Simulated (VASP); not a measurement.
# KAg3Se2 in VASP: further runs

Runs on KAg3Se2. Level: PBE. Tasks: single point.

All numbers are computed with VASP 6.6.1; they aren't measurements. Logs are shortened: lines on timing, memory, paths and dates and some standing lists are left out, and cuts for length are marked.

### 1 The structure

The cell holds a amorphous, 12 atoms: a = 7.479 Å, b = 6.129 Å, c = 8.404 Å, α = 85.19°, β = 64.16°, γ = 103.84°.

The cell was built by a generator and needn't be a form met in nature.

### 2 Single point, PBE

Input file INCAR:

```
PREC = Accurate
ENCUT = 520
EDIFF = 1E-6
ISMEAR = -1
SIGMA = 0.05
LREAL = F
LASPH = T
NELM = 100
ALGO = Fast
ISIF = 2
LWAVE = F
LCHARG = F
GGA = PE
NBANDS = 66
```

Input file KPOINTS:

```
regular mesh
0
Gamma
  3 3 2
```

Input file POSCAR:

```
KAg3Se2
1.0
    7.1087220000     -1.1497410000      2.0185090000
   -0.5808570000      6.1010320000      0.0899860000
    1.6427080000      0.7436100000      8.2078380000
Ag K Se
6 2 4
Direct
    0.1486958836      0.1927992925      0.7209425653
    0.3233452912      0.5176589770      0.2196976303
    0.1490429849      0.6578162173      0.5701335898
    0.4302697712      0.1019950119      0.3114992610
    0.3430481380      0.8525805344      0.7952816484
    0.7830635315      0.8318019664      0.6416210557
    0.8420262008      0.7621236060      0.0831612516
    0.6661466204      0.2796276306      0.8558706299
    0.1051820818      0.4073173763      0.0187111587
    0.0383402804      0.0846346059      0.2865964057
    0.5224081430      0.5705848555      0.5089315619
    0.8615059415      0.4125197388      0.3790233801
```

Potentials or basis: VASP PAW PBE potentials, release 64 (Ag, K_sv, Se).

Run with:

```console
cat potpaw_PBE.64/Ag/POTCAR potpaw_PBE.64/K_sv/POTCAR potpaw_PBE.64/Se/POTCAR > POTCAR
mpirun -np 1 vasp_std > vasp.out
```

OUTCAR:

```text
PREC = Accurate
   ENCUT = 520
   EDIFF = 1E-6
   ISMEAR = -1
   LREAL = F
   LASPH = T
   NELM = 100
   ISIF = 2
   GGA = PE

 ion  position               nearest neighbor table
   1  0.149  0.193  0.721-   9 2.85  11 2.87   5 2.98   3 3.02   4 3.34   7 3.34   6 3.43   8 3.47

   2  0.323  0.518  0.220-  10 2.81   9 2.84   3 2.95  12 2.98   4 2.98   7 3.41   8 3.71
   3  0.149  0.658  0.570-  11 2.80   2 2.95   4 2.97   5 3.01   6 3.01   1 3.02   8 3.42
   4  0.430  0.102  0.311-   3 2.97   2 2.98  10 3.01   1 3.34   8 3.38
   5  0.343  0.853  0.795-   9 2.84   1 2.98   6 3.01   3 3.01  11 3.09   7 3.33   8 3.35
   6  0.783  0.832  0.642-  10 2.79  11 2.88   5 3.01   3 3.01   8 3.41   1 3.43   8 3.49
   7  0.842  0.762  0.083-   9 3.20  10 3.22  12 3.22  11 3.22   5 3.33   1 3.34   2 3.41
   8  0.666  0.280  0.856-   5 3.35   4 3.38   6 3.41   3 3.42   1 3.47   6 3.49   2 3.71
   9  0.105  0.407  0.019-  10 2.65  12 2.78   2 2.84   5 2.84   1 2.85   7 3.20
  10  0.038  0.085  0.287-   9 2.65  12 2.65   6 2.79   2 2.81   4 3.01   7 3.22
  11  0.522  0.571  0.509-  12 2.74   3 2.80   1 2.87   6 2.88   5 3.09   7 3.22
  12  0.862  0.413  0.379-  10 2.65  11 2.74   9 2.78   2 2.98   7 3.22

  LATTYP: Found a triclinic cell.
 ALAT       =     6.1292808550
 B/A-ratio  =     2.0788447812
 C/A-ratio  =     1.3821704051
 COS(alpha) =     0.0187745542
 COS(beta)  =     0.2943317325
 COS(gamma) =     0.8217095311

  Lattice vectors:

 A1 = (   0.5808570000,  -6.1010320000,  -0.0899860000)
 A2 = (  -5.9470080000, -11.0523230000,  -2.1984810000)
 A3 = (   5.4660140000,  -1.8933510000,  -6.1893290000)

Analysis of symmetry for initial positions (statically):
=====================================================================
 Subroutine PRICEL returns:
 Original cell was already a primitive cell.

 Routine SETGRP: Setting up the symmetry group for a
 triclinic supercell.

 Subroutine GETGRP returns: Found  1 space group operations
 (whereof  1 operations were pure point group operations)
 out of a pool of  2 trial point group operations.

The static configuration has the point symmetry C_1 .

Analysis of symmetry for dynamics (positions and initial velocities):
=====================================================================
 Subroutine PRICEL returns:
 Original cell was already a primitive cell.

 Routine SETGRP: Setting up the symmetry group for a
 triclinic supercell.

 Subroutine GETGRP returns: Found  1 space group operations
[... 120 lines left out ...]
   NUPDOWN=      -1.0000    fix difference up-down
   EMIN   =  10.00;   EMAX   =-10.00  energy-range for DOS
   EFERMI =   0.00;   METHOD = LEGACY
   ISMEAR =    -1;   SIGMA  =   0.05  broadening in eV -4-tet -1-fermi 0-gaus
   EFERMI_NEDOS =   21; number of points for ismear=-14 and -15
   IALGO  =     68    algorithm
   IMIX   =      4    mixing-type and parameters
     AMIX     =   0.40;   BMIX     =  1.00
     AMIX_MAG =   1.60;   BMIX_MAG =  1.00
  volume/ion in A,a.u.               =      27.40       184.88
  Fermi-wavevector in a.u.,A,eV,Ry     =   1.129608  2.134649 17.361225  1.276014
  Thomas-Fermi vector in A             =   2.266302
   LORBIT       =      0    0 simple, 1 ext, 2 COOP (PROOUT), +10 PAW based schemes
   GGA     = PE    functional components
   LHFCALC =     F    Hartree Fock is set to
   AEXX    =    0.0000 exact exchange contribution
   IVDW    =     0    specifies the selected vdW correction
   LEPSILON=     F    determine dielectric tensor
   LRPA    =     F    only Hartree local field effects (RPA)
 non-spin polarized calculation
 RMM-DIIS sequential band-by-band and
  energy-cutoff  :      520.00
  volume of cell :      328.75
 maximum number of plane-waves:      8875
   NGX = 27   NGY = 23   NGZ = 31

 number of electron     108.0000001 magnetization

 Free energy of the ion-electron system (eV)
  ---------------------------------------------------
  ext. energy  EPLUGINS =         0.00000000
  ---------------------------------------------------
  free energy    TOTEN  =       -30.65941505 eV

  energy without entropy =      -30.62420268  energy(sigma->0) =      -30.64180887

 E-fermi :   3.1619     XC(G=0):  -9.1038

 val. band max:        3.1578663231   @ k =   0.0000  -0.0000   0.5000
 cond. band min:       3.1672846412   @ k =  -0.0000   0.3333  -0.0000
 fundamental gap:      0.0094183181
 Fermi energy:         3.1618539011

 k-point     1 :       0.0000    0.0000    0.0000
  band No.  band energies     occupation
      1     -27.6224      2.00000
      2     -27.0819      2.00000
      3     -11.4198      2.00000
      4     -11.1750      2.00000
      5     -11.1247      2.00000
      6     -11.1201      2.00000
[... 679 lines left out ...]
     65       7.5532      0.00000
     66       7.8344      0.00000

------------------------ aborting loop because EDIFF is reached ----------------------------------------

  FORCE on cell =-STRESS in cart. coord.  units (eV):
  Direction    XX          YY          ZZ          XY          YZ          ZX
  --------------------------------------------------------------------------------------
  -------------------------------------------------------------------------------------
  Total       -4.5917616     -3.7220225     -1.4157485     -0.5162382     -1.6835258     -3.8470647
  in kB      -22.3781848    -18.1394668     -6.8997227     -2.5159130     -8.2047490    -18.7488664
  external PRESSURE =     -15.8057914 kB  Pullay stress =       0.0000000 kB

 VOLUME and BASIS-vectors are now :
 -----------------------------------------------------------------------------
  energy-cutoff  :      520.00
  volume of cell :      328.75
      direct lattice vectors                 reciprocal lattice vectors
     7.108722000 -1.149741000  2.018509000     0.152119996  0.014951814 -0.031799732
    -0.580857000  6.101032000  0.089986000     0.033271145  0.167396218 -0.021824539
     1.642708000  0.743610000  8.207838000    -0.037774810 -0.005512254  0.129894370

 POSITION                                       TOTAL-FORCE (eV/Angst)
 -----------------------------------------------------------------------------------
      2.12935      1.54141      6.23487         0.414818     -0.153146     -0.174067
      2.35878      2.94986      2.50250        -0.122836      0.130375      0.330214
      1.61397      4.26595      5.03960         0.004362      0.445228     -0.128704
      3.51113      0.35921      3.43442        -0.515466      0.031486      0.371777
      3.24982      5.39858      7.29671        -0.062972     -0.501969     -0.422876
      6.13742      4.65165      6.92179         0.254659      0.038677     -0.167940
      5.67966      3.74347      2.45079        -0.151842      0.213212     -0.034600
      5.97897      1.57655      8.39463        -0.248617      0.038307     -0.108066
      0.54185      2.37804      0.40254         0.419140     -0.139603     -1.695331
      0.69418      0.68539      2.43734         0.754040     -0.310154      0.824895
      4.21825      3.25897      5.28306        -0.317395      0.109134      0.070066
      6.50722      1.80813      4.88704        -0.427890      0.098451      1.134632
 -----------------------------------------------------------------------------------
    total drift:                                0.002627     -0.001792      0.000562

  FREE ENERGIE OF THE ION-ELECTRON SYSTEM (eV)
  ---------------------------------------------------
  free  energy   TOTEN  =       -30.6594150495 eV

  energy  without entropy=      -30.6242026846  energy(sigma->0) =      -30.64180887
```

OSZICAR:

```text
N       E                     dE             d eps       ncg     rms          rms(c)
DAV:   1     0.708438493209E+03    0.70844E+03   -0.50015E+04  1320   0.148E+03
DAV:   2     0.184650267493E+02   -0.68997E+03   -0.66321E+03  1436   0.337E+02
DAV:   3    -0.305814356349E+02   -0.49046E+02   -0.47904E+02  1736   0.785E+01
DAV:   4    -0.320859837401E+02   -0.15045E+01   -0.14938E+01  1640   0.132E+01
DAV:   5    -0.321963591649E+02   -0.11038E+00   -0.11032E+00  2088   0.283E+00    0.111E+01
RMM:   6    -0.307218022314E+02    0.14746E+01   -0.62205E+00  1353   0.863E+00    0.797E+00
RMM:   7    -0.306693996391E+02    0.52403E-01   -0.47164E-01  1462   0.208E+00    0.429E+00
RMM:   8    -0.306575800384E+02    0.11820E-01   -0.12928E-01  1559   0.105E+00    0.749E-01
RMM:   9    -0.306588644610E+02   -0.12844E-02   -0.24809E-02  2022   0.453E-01    0.187E-01
RMM:  10    -0.306590613939E+02   -0.19693E-03   -0.51266E-03  2417   0.204E-01    0.994E-02
RMM:  11    -0.306592477516E+02   -0.18636E-03   -0.14811E-03  2531   0.105E-01    0.453E-02
RMM:  12    -0.306593454765E+02   -0.97725E-04   -0.64885E-04  2588   0.675E-02    0.202E-02
RMM:  13    -0.306593865565E+02   -0.41080E-04   -0.29944E-04  2564   0.439E-02    0.996E-03
RMM:  14    -0.306594015503E+02   -0.14994E-04   -0.14113E-04  2502   0.305E-02    0.659E-03
RMM:  15    -0.306594090200E+02   -0.74697E-05   -0.64958E-05  2281   0.206E-02    0.353E-03
RMM:  16    -0.306594124598E+02   -0.34398E-05   -0.29736E-05  2175   0.147E-02    0.145E-03
RMM:  17    -0.306594142819E+02   -0.18220E-05   -0.15824E-05  2120   0.105E-02    0.129E-03
RMM:  18    -0.306594150495E+02   -0.76762E-06   -0.62729E-06  1761   0.773E-03
   1 F= -.30659415E+02 E0= -.30641809E+02  d E =-.352124E-01
```

stdout:

```text
POSCAR found type information on POSCAR AgK Se
 POSCAR found :  3 types and      12 ions
 scaLAPACK will be used
 LDA part: xc-table for (Slater+PW92), standard interpolation
 POSCAR, INCAR and KPOINTS ok, starting setup
 FFT: planning ... GRIDC
 FFT: planning ... GRID_SOFT
 FFT: planning ... GRID
 WAVECAR not read
 entering main loop
WARNING in EDDRMM: call to ZHEGV failed, returncode =   8  4     19
WARNING in EDDRMM: call to ZHEGV failed, returncode =   8  4     37
WARNING in EDDRMM: call to ZHEGV failed, returncode =   8  4     44
WARNING in EDDRMM: call to ZHEGV failed, returncode =   8  4     10
WARNING in EDDRMM: call to ZHEGV failed, returncode =   6  3     12
```

Wall time 6.9 min (1 thread of Intel Xeon Platinum 8488C (Sapphire Rapids), shared host); peak memory 0.52 GiB.

What came out:

```yaml
Free_energy: -30.6594 eV
Pressure: -1.6 GPa
Largest_force: 1.752 eV/Å
Band_gap_on_the_k_mesh: none (metal or under the smearing width)
```

Forces on the atoms (eV/Å):
```
Ag   0.415 -0.153 -0.174
Ag  -0.123  0.130  0.330
Ag   0.004  0.445 -0.129
Ag  -0.515  0.031  0.372
Ag  -0.063 -0.502 -0.423
Ag   0.255  0.039 -0.168
K   -0.152  0.213 -0.035
K   -0.249  0.038 -0.108
Se   0.419 -0.140 -1.695
Se   0.754 -0.310  0.825
Se  -0.317  0.109  0.070
Se  -0.428  0.098  1.135
```

Caveat: the k mesh is coarse (spacing up to 0.43 Å⁻¹), so the values aren't converged.

### 3 Single point, PBE

Input file INCAR:

```
ALGO = Fast
EDIFF = 1E-6
ENCUT = 520
GGA = PE
ISIF = 2
ISMEAR = -1
LASPH = T
LCHARG = F
LREAL = F
LWAVE = F
NBANDS = 66
NELM = 100
PREC = Accurate
SIGMA = 0.05
```

Input file KPOINTS:

```
k-points
0
Gamma
  3 3 2
```

Input file POSCAR:

```
KAg3Se2
1.0
    7.1087220000     -1.1497410000      2.0185090000
   -0.5808570000      6.1010320000      0.0899860000
    1.6427080000      0.7436100000      8.2078380000
Ag K Se
6 2 4
Direct
    0.1487327491      0.1894522994      0.7211664695
    0.3212225665      0.5161624177      0.2238113090
    0.1528027179      0.6624927618      0.5665227877
    0.4290381430      0.1036801818      0.3129579168
    0.3407838754      0.8523366768      0.7979920306
    0.7838194061      0.8351246538      0.6379823709
    0.8469380205      0.7658766797      0.0813144466
    0.6608690836      0.2749487564      0.8550182482
    0.1058447822      0.4068394819      0.0183528838
    0.0360912906      0.0878434940      0.2904354009
    0.5211149613      0.5755531870      0.5067533048
    0.8630999121      0.4098994771      0.3794092726
```

Potentials or basis: VASP PAW PBE potentials, release 64 (Ag, K_sv, Se).

Run with:

```console
cat potpaw_PBE.64/Ag/POTCAR potpaw_PBE.64/K_sv/POTCAR potpaw_PBE.64/Se/POTCAR > POTCAR
mpirun -np 1 vasp_std > vasp.out
```

Wall time 7.7 min (1 thread of Intel Xeon Platinum 8488C (Sapphire Rapids), shared host); peak memory 0.52 GiB.

Results (log left out):

| Property | Result |
| --- | --- |
| Free energy | -30.7064 eV |
| Pressure | -1.4 GPa |
| Largest force | 1.833 eV/Å |
| Band gap on the k mesh | none (metal or under the smearing width) |

Forces in eV/Å, atoms in the order of the input:
```
Ag   0.418 -0.087 -0.190
Ag  -0.058  0.146  0.291
Ag  -0.053  0.424 -0.056
Ag  -0.464  0.049  0.368
Ag  -0.038 -0.534 -0.452
Ag   0.234 -0.026 -0.099
K   -0.219  0.173  0.013
K   -0.201  0.110 -0.091
Se   0.433 -0.130 -1.776
Se   0.760 -0.393  0.789
Se  -0.360  0.077  0.033
Se  -0.453  0.190  1.172
```

Stress tensor (GPa, compression positive):
```
-2.13 -0.24 -1.96
-0.24 -1.69 -0.84
-1.96 -0.84 -0.46
```

Levels at points of the mesh, in eV from the Fermi level:
```csv
k point,band 52,band 53,band 54,band 55,band 56,band 57
"(0.00, 0.00, 0.00)",-0.80,-0.52,-0.25,0.16,0.73,0.81
"(0.00, 0.00, 0.50)",-1.04,-0.48,-0.03,0.51,0.81,1.09
```

Caveat: the k mesh is coarse (spacing up to 0.43 Å⁻¹), so the values aren't converged.

### 4 Single point, PBE

Input file INCAR:

```
PREC = Accurate
ENCUT = 520
EDIFF = 1E-7
ISMEAR = -1
SIGMA = 0.05
LREAL = F
LASPH = T
NELM = 100
ALGO = Fast
ISIF = 2
LWAVE = F
LCHARG = T
GGA = PE
LELF = T
LVHAR = T
NBANDS = 66
```

Input file KPOINTS:

```
regular mesh
0
Gamma
  3 3 2
```

Input file POSCAR:

```
KAg3Se2
1.0
    7.1087220000     -1.1497410000      2.0185090000
   -0.5808570000      6.1010320000      0.0899860000
    1.6427080000      0.7436100000      8.2078380000
Ag K Se
6 2 4
Direct
    0.1486145623      0.1862730427      0.7216342723
    0.3196933743      0.5158133456      0.2269870661
    0.1541395420      0.6670550771      0.5640055675
    0.4261658504      0.1049771982      0.3148022558
    0.3389277365      0.8525826748      0.7993651689
    0.7844057119      0.8375266364      0.6341638735
    0.8510670317      0.7700505961      0.0778624973
    0.6553464236      0.2708737080      0.8537788519
    0.1074425256      0.4064033305      0.0159913835
    0.0353982150      0.0896012950      0.2935509354
    0.5200061450      0.5765941302      0.5048320297
    0.8639004353      0.4070695098      0.3818098797
```

Potentials or basis: VASP PAW PBE potentials, release 64 (Ag, K_sv, Se).

Run with:

```console
cat potpaw_PBE.64/Ag/POTCAR potpaw_PBE.64/K_sv/POTCAR potpaw_PBE.64/Se/POTCAR > POTCAR
mpirun -np 1 vasp_std > vasp.out
```

OUTCAR:

```text
PREC = Accurate
   ENCUT = 520
   EDIFF = 1E-7
   ISMEAR = -1
   LREAL = F
   LASPH = T
   NELM = 100
   ISIF = 2
   GGA = PE

 ion  position               nearest neighbor table
   1  0.149  0.186  0.722-   9 2.85  11 2.90   5 2.93   3 3.11   7 3.26   4 3.29   6 3.43   8 3.54
                             3 3.55
   2  0.320  0.516  0.227-  10 2.78   9 2.87   3 2.89  12 2.94   4 2.95   7 3.49
   3  0.154  0.667  0.564-  11 2.76   2 2.89   4 2.91   5 3.02   6 3.02   1 3.11   8 3.54   1 3.55

   4  0.426  0.105  0.315-   3 2.91   2 2.95  10 2.98   1 3.29   8 3.42
   5  0.339  0.853  0.799-   9 2.82   1 2.93   3 3.02   6 3.03  11 3.11   7 3.24   8 3.26
   6  0.784  0.838  0.634-  10 2.70  11 2.88   3 3.02   5 3.03   1 3.43   8 3.45   8 3.49
   7  0.851  0.770  0.078-   9 3.21  10 3.24   5 3.24  11 3.25   1 3.26  12 3.29   2 3.49
   8  0.655  0.271  0.854-   5 3.26   4 3.42   6 3.45   6 3.49   3 3.54   1 3.54
   9  0.107  0.406  0.016-  10 2.67   5 2.82   1 2.85   2 2.87   7 3.21
  10  0.035  0.090  0.294-  12 2.57   9 2.67   6 2.70   2 2.78   4 2.98   7 3.24
  11  0.520  0.577  0.505-   3 2.76   6 2.88   1 2.90   5 3.11   7 3.25
[... 892 lines left out ...]

------------------------ aborting loop because EDIFF is reached ----------------------------------------

  FORCE on cell =-STRESS in cart. coord.  units (eV):
  Direction    XX          YY          ZZ          XY          YZ          ZX
  --------------------------------------------------------------------------------------
  -------------------------------------------------------------------------------------
  Total       -4.2511041     -3.3165723     -0.7395759     -0.4270268     -1.7959965     -4.2207565
  in kB      -20.7179731    -16.1634848     -3.6043612     -2.0811369     -8.7528809    -20.5700726
  external PRESSURE =     -13.4952730 kB  Pullay stress =       0.0000000 kB

 VOLUME and BASIS-vectors are now :
 -----------------------------------------------------------------------------
  energy-cutoff  :      520.00
  volume of cell :      328.75
      direct lattice vectors                 reciprocal lattice vectors
     7.108722000 -1.149741000  2.018509000     0.152119996  0.014951814 -0.031799732
    -0.580857000  6.101032000  0.089986000     0.033271145  0.167396218 -0.021824539
     1.642708000  0.743610000  8.207838000    -0.037774810 -0.005512254  0.129894370

 POSITION                                       TOTAL-FORCE (eV/Angst)
 -----------------------------------------------------------------------------------
      2.13370      1.50220      6.23980         0.421298     -0.018129     -0.214651
      2.34587      2.94822      2.55479        -0.029190      0.152645      0.250863
      1.63477      4.31190      5.00042        -0.081992      0.389138      0.006979
      3.48565      0.38458      3.45351        -0.422249      0.069066      0.362299
      3.22724      5.40637      7.32191        -0.017434     -0.585770     -0.478293
      6.13138      4.67948      6.86381         0.198313     -0.078971     -0.028065
      5.73061      3.77750      2.42626        -0.267752      0.112472      0.108753
      5.90385      1.53401      8.35488        -0.162735      0.170375     -0.063053
      0.55399      2.36784      0.38470         0.423041     -0.138674     -1.744258
      0.68181      0.72425      2.48893         0.770149     -0.404819      0.686749
      4.19095      3.29534      5.24510        -0.397528      0.064472     -0.033983
      6.53198      1.77420      4.91426        -0.433919      0.268196      1.146659
 -----------------------------------------------------------------------------------
    total drift:                                0.000741     -0.000748      0.000228

  FREE ENERGIE OF THE ION-ELECTRON SYSTEM (eV)
  ---------------------------------------------------
  free  energy   TOTEN  =       -30.7987985705 eV

  energy  without entropy=      -30.7652183422  energy(sigma->0) =      -30.78200846
```

OSZICAR:

```text
N       E                     dE             d eps       ncg     rms          rms(c)
DAV:   1     0.707388372539E+03    0.70739E+03   -0.50018E+04  1320   0.148E+03
DAV:   2     0.177635889996E+02   -0.68962E+03   -0.66367E+03  1444   0.337E+02
DAV:   3    -0.308009245370E+02   -0.48565E+02   -0.47411E+02  1736   0.782E+01
[... 13 lines left out ...]
RMM:  17    -0.307987971517E+02   -0.18284E-05   -0.15712E-05  2419   0.100E-02    0.129E-03
RMM:  18    -0.307987979647E+02   -0.81307E-06   -0.66381E-06  2181   0.692E-03    0.108E-03
RMM:  19    -0.307987983068E+02   -0.34209E-06   -0.29452E-06  1863   0.513E-03    0.158E-03
RMM:  20    -0.307987984778E+02   -0.17100E-06   -0.16899E-06  1661   0.428E-03    0.220E-03
RMM:  21    -0.307987985705E+02   -0.92667E-07   -0.95060E-07  1527   0.383E-03
   1 F= -.30798799E+02 E0= -.30782008E+02  d E =-.335802E-01
```

It took 7.9 min on 1 thread of Intel Xeon Platinum 8488C (Sapphire Rapids), shared host; peak memory 0.52 GiB.

What came out:

```
Free energy            : -30.7988 eV
Pressure               : -1.3 GPa
Largest force          : 1.800 eV/Å
Band gap on the k mesh : none (metal or under the smearing width)
```

Forces on the atoms (eV/Å):
```
Ag   0.421 -0.018 -0.215
Ag  -0.029  0.153  0.251
Ag  -0.082  0.389  0.007
Ag  -0.422  0.069  0.362
Ag  -0.017 -0.586 -0.478
Ag   0.198 -0.079 -0.028
K   -0.268  0.112  0.109
K   -0.163  0.170 -0.063
Se   0.423 -0.139 -1.744
Se   0.770 -0.405  0.687
Se  -0.398  0.064 -0.034
Se  -0.434  0.268  1.147
```

Caveat: the k mesh is coarse (spacing up to 0.43 Å⁻¹), so the values aren't converged.
